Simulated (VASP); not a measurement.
# SrB3Pt (Pm-3m) in VASP: notebook

Aim: see how the results for SrB3Pt move with the level of theory and the settings. Levels: PBEsol, PBE. Tasks: relaxation of cell and atoms.

All numbers are computed with VASP 6.6.1; they aren't measurements. Logs are shortened: lines on timing, memory, paths and dates and some standing lists are left out, and cuts for length are marked.

### Step 1. The crystal as given

Symmetry: Pm-3m, No. 221, cubic system. The conventional cell has a = 4.541 Å, b = 4.541 Å, c = 4.541 Å, α = 90.00°, β = 90.00°, γ = 90.00°. Sr (site symmetry m-3m) has 6 B at 2.27 Å as nearest neighbours. B (site symmetry 4/mmm) is surrounded by 2 Sr at 2.27 Å. Around Pt (site symmetry m-3m) lie 12 B at 3.21 Å.

The cell was built by a generator and needn't be a form met in nature.

### Step 2. Relaxation of cell and atoms, PBEsol, target pressure 10 GPa, at which the enthalpy is minimised

The input, INCAR:

```
PREC = Accurate ; ENCUT = 600
EDIFF = 1E-7 ; ISMEAR = -1
SIGMA = 0.05 ; LREAL = F
LASPH = T ; NELM = 100
ALGO = Fast ; ISIF = 3
LWAVE = F ; LCHARG = F
GGA = PS ; IBRION = 2
NSW = 60 ; EDIFFG = -0.02
PSTRESS = 100
```

The input, KPOINTS:

```
regular mesh
0
Gamma
  5 5 5
```

The input, POSCAR:

```
SrB3Pt
1.0
    4.5405600000      0.0000000000      0.0000000000
    0.0000000000      4.5405600000      0.0000000000
    0.0000000000      0.0000000000      4.5405600000
Sr B Pt
1 3 1
Direct
    0.0000000000      0.0000000000      0.0000000000
    0.5000000000      0.0000000000      0.0000000000
    0.0000000000      0.5000000000      0.0000000000
    0.0000000000      0.0000000000      0.5000000000
    0.5000000000      0.5000000000      0.5000000000
```

Potentials or basis: VASP PAW PBE potentials, release 64 (Sr_sv, B, Pt).

On the command line:

```sh
$ cat potpaw_PBE.64/Sr_sv/POTCAR potpaw_PBE.64/B/POTCAR potpaw_PBE.64/Pt/POTCAR > POTCAR
$ mpirun -np 1 vasp_std > vasp.out
```

OUTCAR:

```text
PREC = Accurate
   ENCUT = 600
   EDIFF = 1E-7
   ISMEAR = -1
   LREAL = F
   LASPH = T
   NELM = 100
   ISIF = 3
   GGA = PS
   IBRION = 2
   NSW = 60
   EDIFFG = -0.02
   PSTRESS = 100

 ion  position               nearest neighbor table
   1  0.000  0.000  0.000-   2 2.27   3 2.27   4 2.27   4 2.27   3 2.27   2 2.27   5 3.93   5 3.93
                             5 3.93   5 3.93   5 3.93   5 3.93   5 3.93   5 3.93
   2  0.500  0.000  0.000-   1 2.27   1 2.27
   3  0.000  0.500  0.000-   1 2.27   1 2.27
   4  0.000  0.000  0.500-   1 2.27   1 2.27
   5  0.500  0.500  0.500-   1 3.93   1 3.93   1 3.93   1 3.93   1 3.93   1 3.93   1 3.93   1 3.93

  LATTYP: Found a simple cubic cell.
 ALAT       =     4.5405600000

  Lattice vectors:

 A1 = (   4.5405600000,   0.0000000000,   0.0000000000)
 A2 = (   0.0000000000,   4.5405600000,   0.0000000000)
 A3 = (   0.0000000000,   0.0000000000,   4.5405600000)

Analysis of symmetry for initial positions (statically):
=====================================================================
 Subroutine PRICEL returns:
 Original cell was already a primitive cell.

 Routine SETGRP: Setting up the symmetry group for a
 simple cubic supercell.

 Subroutine GETGRP returns: Found 48 space group operations
 (whereof 48 operations were pure point group operations)
 out of a pool of 48 trial point group operations.

The static configuration has the point symmetry O_h .

Analysis of symmetry for dynamics (positions and initial velocities):
=====================================================================
 Subroutine PRICEL returns:
 Original cell was already a primitive cell.

 Routine SETGRP: Setting up the symmetry group for a
 simple cubic supercell.

 Subroutine GETGRP returns: Found 48 space group operations
 (whereof 48 operations were pure point group operations)
 out of a pool of 48 trial point group operations.

The dynamic configuration has the point symmetry O_h .

 Subroutine INISYM returns: Found 48 space group operations
 (whereof 48 operations are pure point group operations),
 and found     1 'primitive' translations

----------------------------------------------------------------------------------------

                                     Primitive cell

  volume of cell :      93.6113

  direct lattice vectors                    reciprocal lattice vectors
     4.540560000  0.000000000  0.000000000     0.220237151  0.000000000  0.000000000
     0.000000000  4.540560000  0.000000000     0.000000000  0.220237151  0.000000000
     0.000000000  0.000000000  4.540560000     0.000000000  0.000000000  0.220237151

  length of vectors
     4.540560000  4.540560000  4.540560000     0.220237151  0.220237151  0.220237151

  position of ions in fractional coordinates (direct lattice)
     0.000000000  0.000000000  0.000000000
     0.500000000  0.000000000  0.000000000
     0.000000000  0.500000000  0.000000000
     0.000000000  0.000000000  0.500000000
     0.500000000  0.500000000  0.500000000

  ion indices of the primitive-cell ions
   primitive index   ion index
                 1           1
                 2           2
                 3           3
                 4           4
                 5           5

----------------------------------------------------------------------------------------

 KPOINTS: regular mesh

Automatic generation of k-mesh.
 Grid dimensions read from file:
 generate k-points for:    5    5    5

 Generating k-lattice:

  Cartesian coordinates                     Fractional coordinates (reciprocal lattice)
     0.044047430  0.000000000  0.000000000     0.200000000  0.000000000  0.000000000
     0.000000000  0.044047430  0.000000000     0.000000000  0.200000000  0.000000000
     0.000000000  0.000000000  0.044047430     0.000000000  0.000000000  0.200000000

  Length of vectors
     0.044047430  0.044047430  0.044047430

  Shift w.r.t. Gamma in fractional coordinates (k-lattice)
     0.000000000  0.000000000  0.000000000

 Subroutine IBZKPT returns following result:
[... 43 lines left out ...]
  Thomas-Fermi vector in A             =   2.244242
   LORBIT       =      0    0 simple, 1 ext, 2 COOP (PROOUT), +10 PAW based schemes
   GGA     = PS    functional components
   LHFCALC =     F    Hartree Fock is set to
   AEXX    =    0.0000 exact exchange contribution
   IVDW    =     0    specifies the selected vdW correction
   LEPSILON=     F    determine dielectric tensor
   LRPA    =     F    only Hartree local field effects (RPA)
 conjugate gradient relaxation of ions
 non-spin polarized calculation
 RMM-DIIS sequential band-by-band and
  energy-cutoff  :      600.00
  volume of cell :       93.61
 maximum number of plane-waves:      3143
   NGX = 19   NGY = 19   NGZ = 19

--------------------------------------- Ionic step        1  -------------------------------------------

 number of electron      29.0000000 magnetization

 Free energy of the ion-electron system (eV)
  ---------------------------------------------------
  ext. energy  EPLUGINS =         0.00000000
  ---------------------------------------------------
  free energy    TOTEN  =       -13.42502242 eV

  energy without entropy =      -13.38568072  energy(sigma->0) =      -13.40535157

 E-fermi :   2.4033     XC(G=0):  -9.9367

 val. band max:        2.3035514064   @ k =   0.4000   0.4000   0.4000
 cond. band min:       2.4163221118   @ k =   0.2000   0.0000   0.0000
 fundamental gap:      0.1127707053
 Fermi energy:         2.4033155814

 k-point     1 :       0.0000    0.0000    0.0000
  band No.  band energies     occupation
      1     -31.1190      2.00000
      2     -13.8037      2.00000
      3     -13.8037      2.00000
      4     -13.8037      2.00000
      5      -5.1053      2.00000
      6      -2.7397      2.00000
[... 187 lines left out ...]
      5      -2.0123      2.00000
      6      -1.6045      2.00000
[... 10 lines left out ...]
     17       2.4498      0.56577
     18       2.4498      0.56577

------------------------ aborting loop EDIFF was not reached (unconverged)  ----------------------------

  FORCE on cell =-STRESS in cart. coord.  units (eV):
  Direction    XX          YY          ZZ          XY          YZ          ZX
  --------------------------------------------------------------------------------------
  -------------------------------------------------------------------------------------
  Total       -0.8491370     -0.8491370     -0.8491370     -0.0000000      0.0000000     -0.0000000
  in kB      -14.5331611    -14.5331611    -14.5331611     -0.0000000      0.0000000     -0.0000000
  external PRESSURE =    -114.5331611 kB  Pullay stress =     100.0000000 kB
[... 28 lines left out ...]
--------------------------------------- Ionic step        2  -------------------------------------------

 number of electron      29.0000000 magnetization

------------------------ aborting loop EDIFF was not reached (unconverged)  ----------------------------

  FORCE on cell =-STRESS in cart. coord.  units (eV):
  Direction    XX          YY          ZZ          XY          YZ          ZX
  --------------------------------------------------------------------------------------
  -------------------------------------------------------------------------------------
  Total        1.6264251      1.6264251      1.6264251     -0.0000000     -0.0000000      0.0000000
  in kB       34.0077750     34.0077750     34.0077750     -0.0000000     -0.0000000      0.0000000
  external PRESSURE =     -65.9922250 kB  Pullay stress =     100.0000000 kB
[... 151 lines left out ...]
--------------------------------------- Ionic step        6  -------------------------------------------

 number of electron      29.0000000 magnetization

 Free energy of the ion-electron system (eV)
  ---------------------------------------------------
  ext. energy  EPLUGINS =         0.00000000
  ---------------------------------------------------
  free energy    TOTEN  =       -13.52668811 eV

  energy without entropy =      -13.49431706  energy(sigma->0) =      -13.51050258

 E-fermi :   5.2766     XC(G=0): -11.5730

 val. band max:        5.1875134009   @ k =   0.2000   0.2000   0.0000
 cond. band min:       5.3063288813   @ k =   0.4000   0.2000   0.2000
 fundamental gap:      0.1188154804
 Fermi energy:         5.2765846391

 k-point     1 :       0.0000    0.0000    0.0000
  band No.  band energies     occupation
      1     -28.7162      2.00000
      2     -11.8991      2.00000
      3     -11.8991      2.00000
      4     -11.8991      2.00000
      5      -3.4613      2.00000
      6      -0.6265      2.00000
[... 235 lines left out ...]
  energy  without entropy=      -13.4943170558  energy(sigma->0) =      -13.51050258

  enthalpy is  TOTEN    =        -9.4560177689 eV   P V=        4.0706703388

 reached required accuracy - stopping structural energy minimisation
```

Run time: 3.6 min. Hardware: 1 thread of AMD EPYC 9R45 (Zen 5), shared host; peak memory 0.21 GiB.

Results:

| Item | Value |
| --- | --- |
| Free energy | -13.5267 eV |
| Relaxed volume | 13.04 Å³/atom |
| Relaxed cell | a = 4.025 Å, b = 4.025 Å, c = 4.025 Å, α = 90.00°, β = 90.00°, γ = 90.00° |
| Space group after relaxing (to 0.05 Å) | Pm-3m (No. 221) |
| Energy change on relaxing (the enthalpy is what falls) | -20.3 meV/atom |
| Ionic steps | 6 |
| Pressure after relaxing | 10.2 GPa |
| Band gap on the k mesh | none (metal or under the smearing width) |

The path:
```csv
step,energy change (eV),largest force (eV/Å),pressure (GPa),volume (Å³)
1,0.0000,0.0000,-1.45,93.61
2,0.0348,0.0000,3.40,76.62
3,-0.3160,0.0000,6.31,69.48
4,0.8487,0.0000,27.54,56.55
5,-0.1869,0.0000,8.58,66.68
6,-0.1017,0.0000,10.15,65.22
```

Final structure:
```yaml
crystal:
  lattice:
    - [4.02524, 0.00000, 0.00000]
    - [0.00000, 4.02524, 0.00000]
    - [0.00000, 0.00000, 4.02524]
  atoms:
    - { symbol: Sr, position: [0.00000, 0.00000, 0.00000] }
    - { symbol: B, position: [0.50000, 0.00000, 0.00000] }
    - { symbol: B, position: [0.00000, 0.50000, 0.00000] }
    - { symbol: B, position: [0.00000, 0.00000, 0.50000] }
    - { symbol: Pt, position: [0.50000, 0.50000, 0.50000] }
```

Levels at points of the mesh, in eV from the Fermi level:
| k point | band 12 | band 13 | band 14 | band 15 | band 16 | band 17 |
| --- | --- | --- | --- | --- | --- | --- |
| (0.00, 0.00, 0.00) | -1.66 | 0.07 | 0.07 | 0.07 | 2.06 | 2.06 |

Caveat: the cell is relaxed towards a set pressure, so the enthalpy falls and the energy may rise; the volume moved by over 15 % at a fixed basis, so the end points are rough; the PAW data sets were made with another functional, which shifts forces and pressure a little. The run has no spin-orbit coupling, so splittings on Pt are missing.

### Step 3. Relaxation of cell and atoms, PBEsol, target pressure 20 GPa, at which the enthalpy is minimised

INCAR, as its differences from that of step 2:

```diff
@@ -8,2 +8,2 @@
 NSW = 60 ; EDIFFG = -0.02
-PSTRESS = 100
+PSTRESS = 200
```

KPOINTS is that of step 2.

POSCAR is that of step 2.

Potentials or basis: VASP PAW PBE potentials, release 64 (Sr_sv, B, Pt).

On the command line:

```sh
$ cat potpaw_PBE.64/Sr_sv/POTCAR potpaw_PBE.64/B/POTCAR potpaw_PBE.64/Pt/POTCAR > POTCAR
$ mpirun -np 1 vasp_std > vasp.out
```

Run time: 3.9 min. Hardware: 1 thread of AMD EPYC 9R45 (Zen 5), shared host; peak memory 0.2 GiB.

Results (log left out):

| Quantity | Value |
| --- | --- |
| Free energy | -12.9992 eV |
| Relaxed volume | 11.88 Å³/atom |
| Relaxed cell | a = 3.902 Å, b = 3.902 Å, c = 3.902 Å, α = 90.00°, β = 90.00°, γ = 90.00° |
| Space group after relaxing (to 0.05 Å) | Pm-3m (No. 221) |
| Energy change on relaxing (the enthalpy is what falls) | +85.2 meV/atom |
| Ionic steps | 8 |
| Pressure after relaxing | 20.0 GPa |
| Band gap on the k mesh | none (metal or under the smearing width) |

The path:
```tsv
step	energy change (eV)	largest force (eV/Å)	pressure (GPa)	volume (Å³)
1	0.0000	0.0000	-1.45	93.61
2	0.7591	0.0000	15.10	63.59
3	0.2803	0.0000	17.35	60.67
4	1.1169	0.0000	32.30	55.11
5	0.4064	0.0000	19.64	59.58
6	0.4798	0.0000	20.96	59.00
7	0.4006	0.0000	19.54	59.63
8	0.4258	0.0000	19.99	59.42
```

Final structure:
```
Sr B Pt
1.0
     3.90230    0.00000    0.00000
     0.00000    3.90230    0.00000
     0.00000    0.00000    3.90230
Sr B Pt
1 3 1
Direct
  0.00000 0.00000 0.00000
  0.50000 0.00000 0.00000
  0.00000 0.50000 0.00000
  0.00000 0.00000 0.50000
  0.50000 0.50000 0.50000
```

Levels at points of the mesh, in eV from the Fermi level:
```csv
k point,band 12,band 13,band 14,band 15,band 16,band 17,band 18
"(0.00, 0.00, 0.00)",-1.83,-0.04,-0.04,-0.04,1.95,1.95,1.95
```

Caveat: the cell is relaxed towards a set pressure, so the enthalpy falls and the energy may rise; the volume moved by over 15 % at a fixed basis, so the end points are rough; the PAW data sets were made with another functional, which shifts forces and pressure a little.

### Step 4. Relaxation of cell and atoms, PBEsol, target pressure 30 GPa, at which the enthalpy is minimised

INCAR, as its differences from that of step 3:

```diff
@@ -8,2 +8,2 @@
 NSW = 60 ; EDIFFG = -0.02
-PSTRESS = 200
+PSTRESS = 300
```

KPOINTS is that of step 3.

POSCAR is that of step 3.

On the command line:

```sh
$ cat potpaw_PBE.64/Sr_sv/POTCAR potpaw_PBE.64/B/POTCAR potpaw_PBE.64/Pt/POTCAR > POTCAR
$ mpirun -np 1 vasp_std > vasp.out
```

It took 3.1 min on 1 thread of AMD EPYC 9R45 (Zen 5), shared host; peak memory 0.21 GiB.

The run converged. Its results:

```
Free energy                                            : -12.4291 eV
Relaxed volume                                         : 11.15 Å³/atom
Relaxed cell                                           : a = 3.820 Å, b = 3.820 Å, c = 3.820 Å, α = 90.00°, β = 90.00°, γ = 90.00°
Space group after relaxing (to 0.05 Å)                 : Pm-3m (No. 221)
Energy change on relaxing (the enthalpy is what falls) : +199.2 meV/atom
Ionic steps                                            : 14
Pressure after relaxing                                : 30.2 GPa
Band gap on the k mesh                                 : none (metal or under the smearing width)
```

Step by step:
| step | energy change (eV) | largest force (eV/Å) | pressure (GPa) | volume (Å³) |
| --- | --- | --- | --- | --- |
| 1 | 0.0000 | 0.0000 | -1.45 | 93.61 |
| 2 | 1.8309 | 0.0000 | 44.85 | 52.12 |
| 3 | 1.0064 | 0.0000 | 30.35 | 55.68 |
| 4 | 0.8904 | 0.0000 | 28.29 | 56.31 |
| 5 | 0.8959 | 0.0000 | 28.38 | 56.28 |
| 6 | 0.9126 | 0.0000 | 28.69 | 56.19 |
| 7 | 0.9130 | 0.0000 | 28.68 | 56.18 |
| 8 | 0.9136 | 0.0000 | 28.70 | 56.18 |
| 9 | 0.9149 | 0.0000 | 28.72 | 56.17 |
| 10 | 0.9174 | 0.0000 | 28.87 | 56.16 |
| 11 | 0.9226 | 0.0000 | 28.86 | 56.13 |
| 12 | 0.9329 | 0.0000 | 29.05 | 56.07 |
| 13 | 0.9537 | 0.0000 | 29.41 | 55.96 |
| 14 | 0.9959 | 0.0000 | 30.16 | 55.73 |

Final structure:
```cif
data_structure
_symmetry_space_group_name_H-M 'P 1'
_symmetry_Int_Tables_number 1
_cell_length_a 3.8198
_cell_length_b 3.8198
_cell_length_c 3.8198
_cell_angle_alpha 90.000
_cell_angle_beta 90.000
_cell_angle_gamma 90.000
_cell_volume 55.73
loop_
_atom_site_label
_atom_site_type_symbol
_atom_site_fract_x
_atom_site_fract_y
_atom_site_fract_z
_atom_site_occupancy
Sr1 Sr 0.00000 0.00000 0.00000 1
B1 B 0.50000 0.00000 0.00000 1
B2 B 0.00000 0.50000 0.00000 1
B3 B 0.00000 0.00000 0.50000 1
Pt1 Pt 0.50000 0.50000 0.50000 1
```

Levels at points of the mesh, in eV from the Fermi level:
```tsv
k point	band 11	band 12	band 13	band 14	band 15	band 16	band 17	band 18
(0.00, 0.00, 0.00)	-1.92	-1.92	-0.11	-0.11	-0.11	1.86	1.86	1.86
```

Caveat: the cell is relaxed towards a set pressure, so the enthalpy falls and the energy may rise; the volume moved by over 15 % at a fixed basis, so the end points are rough; the PAW data sets were made with another functional, which shifts forces and pressure a little.

### Step 5. Relaxation of cell and atoms, PBE

The input, INCAR:

```
PREC = Accurate
ENCUT = 600
EDIFF = 1E-6
ISMEAR = -1
SIGMA = 0.05
LREAL = F
LASPH = T
NELM = 60
ALGO = Normal
ISIF = 3
LWAVE = F
LCHARG = F
GGA = PE
IBRION = 2
NSW = 60
EDIFFG = -0.01
```

The input, KPOINTS:

```
Automatic mesh
0
Gamma
  5 5 5
```

POSCAR is that of step 4.

On the command line:

```sh
$ cat potpaw_PBE.64/Sr_sv/POTCAR potpaw_PBE.64/B/POTCAR potpaw_PBE.64/Pt/POTCAR > POTCAR
$ mpirun -np 1 vasp_std > vasp.out
```

Wall time 41 s (1 thread of AMD EPYC 9R45 (Zen 5), shared host); peak memory 0.19 GiB.

It converged, with:

```yaml
Free_energy: -12.1530 eV
Relaxed_volume: 19.28 Å³/atom
Relaxed_cell: a = 4.585 Å, b = 4.585 Å, c = 4.585 Å, α = 90.00°, β = 90.00°, γ = 90.00°
Space_group_after_relaxing_to_0.05_Å: Pm-3m (No. 221)
Energy_gained_by_relaxing: 1.0 meV/atom
Ionic_steps: 3
Pressure_after_relaxing: 0.1 GPa
Band_gap_on_the_k_mesh: none (metal or under the smearing width)
```

Step by step:
```tsv
step	energy change (eV)	largest force (eV/Å)	pressure (GPa)	volume (Å³)
1	0.0000	0.0000	0.53	93.61
2	-0.0023	0.0000	0.37	94.46
3	-0.0050	0.0000	0.08	96.40
```

Final structure:
```
Sr B Pt
1.0
     4.58514    0.00000    0.00000
     0.00000    4.58514    0.00000
     0.00000    0.00000    4.58514
Sr B Pt
1 3 1
Direct
  0.00000 0.00000 0.00000
  0.50000 0.00000 0.00000
  0.00000 0.50000 0.00000
  0.00000 0.00000 0.50000
  0.50000 0.50000 0.50000
```

Levels at points of the mesh, in eV from the Fermi level:
| k point | band 10 | band 11 | band 12 | band 13 | band 14 | band 15 | band 16 | band 17 | band 18 |
| --- | --- | --- | --- | --- | --- | --- | --- | --- | --- |
| (0.00, 0.00, 0.00) | -1.34 | -1.14 | -1.14 | 0.13 | 0.13 | 0.13 | 1.43 | 1.94 | 1.94 |

### Step 6. For comparison

An earlier run on the cell as given: functional PBE; potentials or basis VASP PAW PBE potentials, release 64 (Sr_sv, B, Pt); cutoff 520 eV; k mesh 6 × 6 × 6; occupations fermi-dirac, width 0.05 eV; no spin polarisation.

- Pressure: 0.4 GPa
- Band gap on the k mesh: none (metal or under the smearing width)

### Step 7. The runs side by side

| task | level | cell | k mesh | cutoff (eV) | target pressure | gap on the mesh (eV) | pressure (GPa) |
| --- | --- | --- | --- | --- | --- | --- | --- |
| relaxation of cell and atoms | PBEsol | relaxed to 10 GPa | 5 × 5 × 5 | 600 | 10 GPa | none | 10.2 |
| relaxation of cell and atoms | PBEsol | relaxed to 20 GPa | 5 × 5 × 5 | 600 | 20 GPa | none | 20.0 |
| relaxation of cell and atoms | PBEsol | relaxed to 30 GPa | 5 × 5 × 5 | 600 | 30 GPa | none | 30.2 |
| relaxation of cell and atoms | PBE | relaxed | 5 × 5 × 5 | 600 | - | none | 0.1 |
| single point | PBE | as given | 6 × 6 × 6 | 520 | - | none | 0.4 |

Alike in all rows: potentials or basis VASP PAW PBE potentials, release 64 (Sr_sv, B, Pt); no spin polarisation; smearing fermi-dirac 0.05 eV.

Caveats: the cell is relaxed towards a set pressure, so the enthalpy falls and the energy may rise (some runs); the volume moved by over 15 % at a fixed basis, so the end points are rough (some runs); the PAW data sets were made with another functional, which shifts forces and pressure a little (some runs).

Total energies depend on the potentials used, so only differences within one code and one set of settings carry meaning.
